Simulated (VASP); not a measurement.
BiB (zincblende): gaps by functional in VASP

```
B Bi
1.0
     0.00000    2.74487    2.74487
     2.74487    0.00000    2.74487
     2.74487    2.74487    0.00000
B Bi
1 1
Direct
  0.00000 0.00000 0.00000
  0.25000 0.25000 0.25000
```

All runs share this cell. Band v is the last that the valence electrons fill when counted band by band, and c is the next. A negative gap between them is a band overlap, as in a metal.

```tsv
level	gap (eV)	least direct gap (eV)	pressure (GPa)
PBE	0.28	0.28	1.2
r²SCAN	0.39	0.39	-0.1
LDA	0.37	0.37	-3.4
PBEsol	0.30	0.30	-1.6
PBE with spin–orbit coupling	0.08	0.08	–
```
